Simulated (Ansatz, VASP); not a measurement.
# Cross-check of InF between VASP and Ansatz

One calculation is typed for both programs; each brings its own data sets. How far apart do they land? The cell is generated by rule, not measured, and may not be a known phase. The cell is taken from a series of runs on this material, whose earlier steps may have relaxed, scaled, displaced or heated it; both programs get it as it stands.

Program: Ansatz 0.2.0. Level of theory: plane waves, with VASP 6.6.1 beside it; relaxation of cell and atoms at LDA. Results are calculated unless marked as measured.

The structure was built from a prototype and need not be the compound's stable phase.

## (1) Set-up

It takes space group F-43m (No. 216, cubic). The conventional cell has a = 5.709 Å, b = 5.709 Å, c = 5.709 Å, α = 90.00°, β = 90.00°, γ = 90.00°. Nearest to In lie 4 F at 2.47 Å. Nearest to F lie 4 In at 2.47 Å. Farther neighbours and most contacts between anions are not listed.

Coordinates:

```xyz
2
Lattice="0.0000 2.8546 2.8546 2.8546 0.0000 2.8546 2.8546 2.8546 0.0000" Properties=species:S:1:pos:R:3 pbc="T T T"
In    0.0000    0.0000    0.0000
F     1.4273    1.4273    1.4273
```

## (2) VASP: relaxation of cell and atoms, LDA

The relaxed volume is the usual yardstick between codes: in a stiff, nearly cubic crystal its relative difference is about their pressure difference at one cell divided by the bulk modulus.

Lines of VASP's logs that name or quote its potential files are left out, and so is its time.

Contents of INCAR:

```
SYSTEM = InF
PREC = Accurate
ENCUT = 600
EDIFF = 1E-07
NELM = 120
ISMEAR = 0
SIGMA = 0.02
LREAL = .FALSE.
ALGO = Normal
GGA = PW92
NBANDS = 16
LORBIT = 11
LWAVE = .FALSE.
LCHARG = .FALSE.
ISIF = 3
IBRION = 2
NSW = 80
EDIFFG = -0.005
LASPH = .TRUE.
GGA_COMPAT = .FALSE.
NELMIN = 4
EFERMI = MIDGAP
```

Contents of POSCAR:

```
InF
1.0
    0.0000000000      2.8546500000      2.8546500000
    2.8546500000      0.0000000000      2.8546500000
    2.8546500000      2.8546500000      0.0000000000
In F
1 1
Direct
    0.0000000000      0.0000000000      0.0000000000
    0.2500000000      0.2500000000      0.2500000000
```

Contents of KPOINTS:

```
Automatic mesh
0
Gamma
8 8 8
0 0 0
```

PAW data sets: In_d and F (LDA family, release 64).

Started as:

```console
mpirun -np 1 vasp_std
```

Numbers of over 12 decimals in the logs are rounded to 6 here.

Output:

```text
[banner, memory and clock lines left out]
running    1 mpi-ranks, on    1 nodes
 distrk:  each k-point on    1 cores,    1 groups
 distr:  one band on    1 cores,    1 groups

 POSCAR found type information on POSCAR InF
 POSCAR found :  2 types and       2 ions
|                                                                             |
|               ----> ADVICE to this user running VASP <----                  |
|                                                                             |
|     You enforced a specific xc type in the INCAR file but a different       |
|     [... a line on the potential file left out ...]
|     I HOPE YOU KNOW WHAT YOU ARE DOING!                                     |
|                                                                             |

 LDA part: xc-table for (Slater(with rela. corr.)+PW92), standard interpolation
 POSCAR, INCAR and KPOINTS ok, starting setup
 FFT: planning ... GRIDC
 FFT: planning ... GRID_SOFT
 FFT: planning ... GRID
 WAVECAR not read
 entering main loop
       N       E                     dE             d eps       ncg     rms          rms(c)
DAV:   1     0.168292604220E+03    0.16829E+03   -0.11002E+04   928   0.163E+03
DAV:   2     0.404031096463E+01   -0.16425E+03   -0.15774E+03   992   0.378E+02
DAV:   3    -0.908647767942E+01   -0.13127E+02   -0.13078E+02  1128   0.107E+02
DAV:   4    -0.938428586926E+01   -0.29781E+00   -0.29775E+00  1144   0.176E+01
DAV:   5    -0.939702547024E+01   -0.12740E-01   -0.12740E-01  1344   0.313E+00    0.574E+00
DAV:   6    -0.841209425102E+01    0.98493E+00   -0.44870E+00  1392   0.201E+01    0.341E+00
DAV:   7    -0.837621163268E+01    0.35883E-01   -0.33849E-01   928   0.390E+00    0.107E+00
DAV:   8    -0.835239791525E+01    0.23814E-01   -0.35842E-02  1104   0.172E+00    0.314E-01
DAV:   9    -0.834837854626E+01    0.40194E-02   -0.75387E-03  1376   0.797E-01    0.870E-02
DAV:  10    -0.834858037269E+01   -0.20183E-03   -0.16022E-03  1280   0.327E-01    0.947E-02
DAV:  11    -0.834849448838E+01    0.85884E-04   -0.40948E-04  1416   0.151E-01    0.444E-02
DAV:  12    -0.834849755522E+01   -0.30668E-05   -0.31379E-05  1008   0.458E-02    0.223E-02
DAV:  13    -0.834849715285E+01    0.40237E-06   -0.16311E-05  1192   0.331E-02    0.126E-02
DAV:  14    -0.834849636498E+01    0.78787E-06   -0.46262E-06  1280   0.161E-02    0.315E-03
DAV:  15    -0.834849638608E+01   -0.21103E-07   -0.30309E-07   992   0.389E-03
   1 F= -.83484964E+01 E0= -.83484964E+01  d E =-.834850E+01
 curvature:   0.00 expect dE= 0.000E+00 dE for cont linesearch  0.000E+00
 trial: gam= 0.00000 g(F)=  0.108E-47 g(S)=  0.491E-04 ort = 0.000E+00 (trialstep = 0.100E+01)
 search vector abs. value=  0.491E-04
 bond charge predicted
       N       E                     dE             d eps       ncg     rms          rms(c)
DAV:   1    -0.834946130853E+01   -0.96494E-03   -0.19038E-02  1152   0.218E+00    0.216E-01
DAV:   2    -0.834863039384E+01    0.83091E-03   -0.35827E-03   960   0.729E-01    0.606E-02
DAV:   3    -0.834854937894E+01    0.81015E-04   -0.28286E-04  1376   0.250E-01    0.248E-02
DAV:   4    -0.834853475755E+01    0.14621E-04   -0.37604E-05  1208   0.105E-01    0.983E-03
DAV:   5    -0.834853359145E+01    0.11661E-05   -0.30877E-06  1032   0.165E-02    0.490E-03
DAV:   6    -0.834853331639E+01    0.27506E-06   -0.69649E-07  1064   0.740E-03    0.122E-03
DAV:   7    -0.834853332403E+01   -0.76398E-08   -0.10965E-07   616   0.266E-03
   2 F= -.83485333E+01 E0= -.83485333E+01  d E =-.369379E-04
 trial-energy change:   -0.000037  1 .order   -0.000034   -0.000049   -0.000020
 step:   1.3808(harm=  1.6622)  dis= 0.00000  next Energy=    -8.348537 (dE=-0.408E-04)
 bond charge predicted
       N       E                     dE             d eps       ncg     rms          rms(c)
DAV:   1    -0.834867286288E+01   -0.13955E-03   -0.27574E-03  1144   0.828E-01    0.824E-02
DAV:   2    -0.834855242251E+01    0.12044E-03   -0.51943E-04   928   0.278E-01    0.231E-02
DAV:   3    -0.834854066697E+01    0.11756E-04   -0.40969E-05  1376   0.954E-02    0.940E-03
DAV:   4    -0.834853854808E+01    0.21189E-05   -0.54504E-06  1184   0.399E-02    0.372E-03
DAV:   5    -0.834853838065E+01    0.16743E-06   -0.44201E-07   984   0.626E-03    0.189E-03
DAV:   6    -0.834853833985E+01    0.40804E-07   -0.92890E-08   624   0.282E-03
   3 F= -.83485383E+01 E0= -.83485383E+01  d E =-.419538E-04
 curvature:  -0.68 expect dE=-0.131E-05 dE for cont linesearch -0.131E-05
 trial: gam=-0.15899 g(F)=  0.162E-47 g(S)=  0.193E-05 ort = 0.973E-05 (trialstep = 0.108E+01)
 search vector abs. value=  0.760E-07
 reached required accuracy - stopping structural energy minimisation
```

OUTCAR, selected parts (step 2):

```text
ion  position               nearest neighbor table
   1  0.000  0.000  0.000-   2 2.47   2 2.47   2 2.47   2 2.47
   2  0.250  0.250  0.250-   1 2.47   1 2.47   1 2.47   1 2.47

  LATTYP: Found a face centered cubic cell.
 ALAT       =     5.7093000000

 Subroutine GETGRP returns: Found 24 space group operations
 (whereof 24 operations were pure point group operations)

The static configuration has the point symmetry T_d .

 Found     29 irreducible k-points:

   k-points           NKPTS =     29   k-points in BZ     NKDIM =     29   number of bands    NBANDS=     16

   dimension x,y,z NGX =    32 NGY =   32 NGZ =   32
   dimension x,y,z NGXF=    64 NGYF=   64 NGZF=   64

   ENCUT  =  600.0 eV  44.10 Ry    6.64 a.u.   8.06  8.06  8.06*2*pi/ulx,y,z

   NELECT =      20.0000    total number of electrons

 k-points in reciprocal lattice and weights: Automatic mesh
   0.00000000  0.00000000  0.00000000       0.002
   0.12500000  0.00000000  0.00000000       0.016
   0.25000000  0.00000000  0.00000000       0.016
   0.37500000  0.00000000  0.00000000       0.016
   0.50000000  0.00000000  0.00000000       0.008
   0.12500000  0.12500000  0.00000000       0.012
   0.25000000  0.12500000  0.00000000       0.047
   0.37500000  0.12500000  0.00000000       0.047
   0.50000000  0.12500000  0.00000000       0.047
[...]
-0.37500000  0.50000000  0.12500000       0.023
  -0.25000000  0.50000000  0.25000000       0.012

 average (electrostatic) potential at core
       1 -96.9809       2 -76.2585

 E-fermi :   3.3962

 k-point     1 :       0.0000    0.0000    0.0000
  band No.  band energies     occupation
    ...
      6     -10.7270      2.00000
      7      -1.7292      2.00000
      8      -1.5995      2.00000
      9      -1.5995      2.00000
     10      -1.5995      2.00000
     11       9.3022      0.00000
     12       9.3022      0.00000
     13       9.3022      0.00000
     14      13.0242      0.00000
     15      15.0318      0.00000
    ...

 k-point     2 :       0.1250    0.0000    0.0000
  band No.  band energies     occupation
    ...
      6     -10.7270      2.00000
      7      -2.3564      2.00000
      8      -1.6275      2.00000
      9      -1.6275      2.00000
     10      -0.8408      2.00000
     11       8.2149      0.00000
     12       9.2914      0.00000
     13       9.2914      0.00000
     14      13.5420      0.00000
     15      14.7172      0.00000
    ...

 k-point     3 :       0.2500    0.0000    0.0000
  band No.  band energies     occupation
    ...
      6     -10.7222      2.00000
      7      -2.9004      2.00000
      8      -1.6939      2.00000
      9      -1.6939      2.00000
     10       0.0850      2.00000
     11       6.4865      0.00000
     12       9.2338      0.00000
     13       9.2338      0.00000
     14      12.8924      0.00000
     15      14.3790      0.00000
    ...

  Total        0.0051639      0.0051639      0.0051639      0.0000000     -0.0000000      0.0000000
  in kB        0.1773663      0.1773663      0.1773663      0.0000000     -0.0000000      0.0000000
  external PRESSURE =       0.1773663 kB  Pullay stress =       0.0000000 kB

  energy-cutoff  :      600.00
  volume of cell :       46.65
      direct lattice vectors                 reciprocal lattice vectors
     0.000000000  2.857125630  2.857125630    -0.175001055  0.175001055  0.175001055
     2.857125630 -0.000000000  2.857125630     0.175001055 -0.175001055  0.175001055
     2.857125630  2.857125630 -0.000000000     0.175001055  0.175001055 -0.175001055

 POSITION                                       TOTAL-FORCE (eV/Angst)
 -----------------------------------------------------------------------------------
      0.00000      0.00000      0.00000         0.000000      0.000000      0.000000
      1.42856      1.42856      1.42856        -0.000000     -0.000000     -0.000000
 -----------------------------------------------------------------------------------
    total drift:                               -0.000000     -0.000000     -0.000000

  FREE ENERGIE OF THE ION-ELECTRON SYSTEM (eV)
  ---------------------------------------------------
  free  energy   TOTEN  =        -8.3485383398 eV

  energy  without entropy=       -8.3485383398  energy(sigma->0) =       -8.34853834

 reached required accuracy - stopping structural energy minimisation

 total charge
# of ion       s       p       d       tot
------------------------------------------
    1        1.160   0.203   9.862  11.224
    2        1.744   4.276   0.000   6.020
--------------------------------------------------
tot          2.903   4.479   9.862  17.244

[... 3 further parts left out ...]
```

CONTCAR:

```
InF
   1.00000000000000
     0.0000000000000000    2.8571256302348549    2.8571256302348549
     2.8571256302348549   -0.0000000000000000    2.8571256302348549
     2.8571256302348549    2.8571256302348549   -0.0000000000000000
  In              F
     1     1
Direct
     0.0000000000000000    0.0000000000000000    0.0000000000000000
     0.2500000000000000    0.2500000000000000    0.2500000000000000
```

## (3) Ansatz: relaxation of cell and atoms, LDA

Ansatz runs on its default PAW (the set named soft_2) files.

The same cell, functional (in two slightly different forms), mesh and smearing now go to Ansatz, which takes its cutoff from its data sets.

Contents of input.yaml:

```yaml
crystal:
  lattice:
    - [0.0, 2.85465, 2.85465]
    - [2.85465, 0.0, 2.85465]
    - [2.85465, 2.85465, 0.0]
  atoms:
    - { symbol: In, position: [0.0, 0.0, 0.0] }
    - { symbol: F, position: [0.25, 0.25, 0.25] }
kpoints:
  mp_grid: { grid: [8, 8, 8] }
hamiltonian:
  xc: lda
scf:
  occupations: { method: gaussian, width: 0.02 }
output:
  forces: true
  stress: true
  eigenvalues: true
relax:
  adjacent_minimum: "off"
  f_tol: 0.003
  max_steps: 80
  cell: { stress_tol: 0.03 }
```

Started as:

```console
ansatz run input.yaml --threads 4 --pin off --max-ram 8192MiB --backend cpu --events-out ev --progress --plain --runs-dir out
```

Output:

```text
Engine: ansatz 0.2.0, aarch64-unknown-linux-gnu
Pseudopotentials: kind: paw
Pseudopotential: In, paw, valence charge 13, recommended cutoff 420 eV (normal), In.paw.azcp
Pseudopotential: F, paw, valence charge 7, recommended cutoff 420 eV (normal), F.paw.azcp
Functional definition: SPW92
  exchange = slater_x
  correlation = pw_c
Crystal: 2 atoms, lattice volume = 46.525 Å³
Basis set: ecut = 420 eV, 941 PW (Γ)
Bands: 14, of which v1, the nominal top of the filled ones, is band 10 counted from 1 (9 counted from 0)
Symmetry: 24 space group operations
Space group: F-43m (ITA 216), of the structure as read, at distance tolerance 3.6e-5 Å
k-points: 29 of 512 (time reversal used)
Non-local potential: In, projectors of the file, l = 0: 2, l = 1: 2, l = 2: 2, l = 3: 2
Non-local potential: F, projectors of the file, l = 0: 2, l = 1: 2, l = 2: 1
PAW form: soft (Blöchl's): semilocal exchange-correlation on the pseudo side does not see the compensation charge
PAW frozen core: In, regenerated for the run's functional, and the local potential with it (the file was generated under x = pbe(κ = 0.804, μ = 0.219515), c = pbe(β = 0.066725))
PAW frozen core: F, regenerated for the run's functional, and the local potential with it (the file was generated under x = pbe(κ = 0.804, μ = 0.219515), c = pbe(β = 0.066725))
PAW one-centre angular grid: In, 590 points (default); XC on 64 Gauss nodes
PAW one-centre angular grid: F, 110 points (default); XC on 64 Gauss nodes
Initial density: superposition of atomic densities (neutral atoms: chi_scale 0, normalization atom), corrected by the library's trained network
Initial wavefunctions: pseudopotential atomic-orbital guess
Functional: x = slater, c = lda
SCF iter   1: F=—  HF=-6250.937536 eV  |F-HF|=—  |Δ(HF+E_count)|=         —  Δρ=2.03e-2  dr2=1.51e-1  ethr=1.77e-3  ⟨swp⟩=6.0  Hψ=2199  notcnv=0
preconditioner: auto → none  [insulator: Δε(μ)=0.962 eV  Ē_g=16.076 eV  σ=0.020 eV  W_gap=1.00  n_scr=14 (ndim 8)  ℏωp=24.3 eV  f_vac=0.095  D(μ)=0.00/eV (n_scr^D=0)  ε∞_Penn≈3.3]
SCF iter   2: F=—  HF=-6250.926073 eV  |F-HF|=—  |Δ(HF+E_count)|=   1.15e-2  Δρ=1.87e-2  dr2=1.07e-1  ethr=7.53e-4  ⟨swp⟩=2.0  Hψ=1043  notcnv=0
SCF iter   3: F=—  HF=-6250.898461 eV  |F-HF|=—  |Δ(HF+E_count)|=   2.76e-2  Δρ=1.62e-3  dr2=5.35e-4  ethr=5.33e-4  ⟨swp⟩=2.0  Hψ=652  notcnv=0
SCF iter   4: F=—  HF=-6250.898455 eV  |F-HF|=—  |Δ(HF+E_count)|=   6.86e-6  Δρ=3.51e-4  dr2=4.31e-5  ethr=2.68e-6  ⟨swp⟩=2.0  Hψ=834  notcnv=0
SCF iter   5: F=—  HF=-6250.898453 eV  |F-HF|=—  |Δ(HF+E_count)|=   1.37e-6  Δρ=1.91e-4  dr2=1.57e-5  ethr=2.15e-7  ⟨swp⟩=3.1  Hψ=694  notcnv=0
SCF iter   6: F=—  HF=-6250.898449 eV  |F-HF|=—  |Δ(HF+E_count)|=   4.21e-6  Δρ=3.71e-5  dr2=6.37e-7  ethr=7.86e-8  ⟨swp⟩=2.7  Hψ=695  notcnv=0
SCF iter   7: F=-6250.898449 eV  HF=-6250.898449 eV  |F-HF|=8.79e-9  |Δ(HF+E_count)|=   1.59e-7  Δρ=4.77e-6  dr2=1.00e-8  ethr=5.00e-10  ⟨swp⟩=5.6  Hψ=1715  notcnv=0
SCF 1 converged in 7 iterations: F = -6250.898449 eV  dr2 = 1.00e-8
  greatest PAW one-centre occupation: 0.985 electrons in one spin orbital (limit 2), on the In atom at site 0 (counted from 0), in its partial waves of l = 2
relax step   1: F+E_penalty+E_count = -6250.89844887 eV  Δ(F+E_penalty+E_count) = +0.000e0 eV  max|allowed force component| = 2.776e-16 eV/Å  Δτ_max = 0.0000 Å  P = +0.202 GPa  Ω = 46.525 Å³  (7 SCF iters, dr2 threshold 1.00e-7 eV, accepted)
[...]
relax step   2: F+E_penalty+E_count = -6250.89803666 eV  Δ(F+E_penalty+E_count) = +4.122e-4 eV  max|allowed force component| = 3.701e-16 eV/Å  Δτ_max = 0.0000 Å  P = +0.002 GPa  Ω = 46.774 Å³  energy of the carried Pulay correction = -5.695e-4 eV  (5 SCF iters, dr2 threshold 1.02e-7 eV, accepted)
[...]
relax step   3: F+E_penalty+E_count = -6250.89865233 eV  Δ(F+E_penalty+E_count) = -6.157e-4 eV  max|allowed force component| = 3.516e-16 eV/Å  Δτ_max = 0.0000 Å  P = +0.024 GPa  Ω = 46.774 Å³  stress off target by 2.37e-2 GPa  SCF on the basis re-selected at this cell (its energy is not comparable with the rows above)  (6 SCF iters)
basis re-selected at this cell: Δ(F+E_penalty+E_count) = -6.157e-4 eV, ΔP = +0.022 GPa vs the last step (what re-selecting the basis moved, of the pressure what is left beyond the Pulay correction that the steps carried, after the strain that the cell walked since its last selection, with what the two solves' SCF thresholds leave and, on support functions, any second-order correction that the steps lacked; it is no measure of the basis error at this ecutwfc). The dense FFT grid was sized anew with the basis: this SCF ran on 30×30×30 points, the steps before it on 27×27×27, so part of this shift can come from that change (see relax.cell in the input reference). [rest of the remark cut]
SCF converged after 6 iterations
Free energy (F): -6250.898652 eV
Harris-Foulkes:  -6250.898652 eV  (|F-HF|=1.82e-12)
Internal energy: -6250.898652 eV  (E = F + TS)
E sigma→0 (E₀):  -6250.898652 eV
Fermi energy:    5.396473 eV
--- Per-component energies (eV) ---
  E_band       = -117.281413
  E_kinetic    = 444.543662
  E_local      = -1976.079932  (includes V_loc(G=0)·N_el)
  E_nonlocal   = 445.063883
  E_hartree    = 766.372907
  E_xc         = -291.759402
  E_vxc        = -201.935412  (∫ρ·V_xc dr)
  E_paw        = -4197.505824  (= ΣΔE_a)
  E_vpaw       = -361.621427  (= ΣTr[D̂ρ^β])
  E_aug_tail   = 0.002028  (compensation charges beyond the density's cutoff)
  E_ewald      = -1441.933764
  E_core_change = 0.397788  (= ΣΔE_core)
  E_smearing   = -0.000000  (= −TS)
  E_closure    = 0.000000  (closes the sum)
  Σ components = -6250.898652   (vs F -6250.898652, Δ=0.00e0)
--- Forces (eV/Å), atoms counted from 1 ---
  atom   1  In    -0.00000000    -0.00000000     0.00000000
  atom   2  F      0.00000000    -0.00000000    -0.00000000
  max |Σ_I F_I| component: 9.25e-17 eV/Å
--- Stress (GPa, compression-positive) ---
        0.023711       0.000000       0.000000
        0.000000       0.023711       0.000000
        0.000000       0.000000       0.023711
  P = ⅓ Tr σ = 0.0237 GPa (0.237 kbar)
--- Band table (eV; the first three rows and the last of 29) ---
  k-point 0: bands = [... 6 lower, 0.2754, 0.4260, 0.4260, 0.4260, 11.3036, 11.3036, 11.3036, 14.9901]
  k-point 1: bands = [... 6 lower, -0.3380, 0.3988, 0.3988, 1.1714, 10.2152, 11.2926, 11.2926, 15.5266]
  k-point 2: bands = [... 6 lower, -0.8778, 0.3330, 0.3330, 2.0911, 8.4904, 11.2350, 11.2350, 14.8933]
  k-point 28: bands = [... 6 lower, -1.1127, -0.2096, -0.1686, 4.7863, 7.1168, 8.4961, 9.2518, 14.1396]
--- Relaxed structure (2 steps of the walk, 2 accepted, 1 SCFs on fresh bases) ---
  F+E_penalty+E_count = -6250.89865233 eV   max|allowed force component| = 3.516e-16 eV/Å   (the final SCF, on the basis selected at the relaxed cell)
  cell:  # Å, volume = 46.7736 Å³
    - [0, 2.859720, 2.859720]
    - [2.859720, 0, 2.859720]
    - [2.859720, 2.859720, 0]
  atoms:
    - { symbol: In, position: [0, 0, 0] }
    - { symbol: F, position: [0.250000, 0.250000, 0.250000] }
```

In the SCF lines HF is the Harris–Foulkes energy and dr2 the Hartree energy of the density residual, in eV; the loop may stop once dr2 is under the threshold and the program's other checks hold. Hψ counts applications of the Hamiltonian.

## (4) Differences

Known differences besides the potentials themselves: the cutoff is 420 eV in Ansatz and 600 eV in VASP; VASP's log shows a relativistic correction to its local exchange, Ansatz's none; Ansatz adds a Pulay correction to the stress that steers its cell, VASP none. Total energies have different zeros and are not compared.

The two programs side by side:

| quantity | Ansatz | VASP | difference |
| --- | --- | --- | --- |
| volume (Å³) | 46.77 | 46.65 | +0.27 % |
| edge a after relaxation, in the typed setting (Å) | 4.044 | 4.041 | +0.09 % |

## (5) Summary of results

| Quantity | Value |
| --- | --- |
| difference in volume (relaxation of cell and atoms, LDA) | 0.27 % |

The difference in volume is 0.27 % (relaxation of cell and atoms, LDA), within the 1.2 % picked in this series as the mark of a large difference, as far as the stopping tolerances let one tell. How closely two codes agree says nothing of how well the functional describes the real material.

[Lines on the potential files, build, host, timing and source positions are cut from VASP's logs without a mark.]

[Logs are printed without paths, hosts, clocks, repeated set-up lines and the standing remarks that a program may print on its own settings, such as how far it seeks lower states.]

[Hosts, paths, dates, database ids (printed as entryN), source tags and the programs' standing remarks are cut or masked in the printed files.]
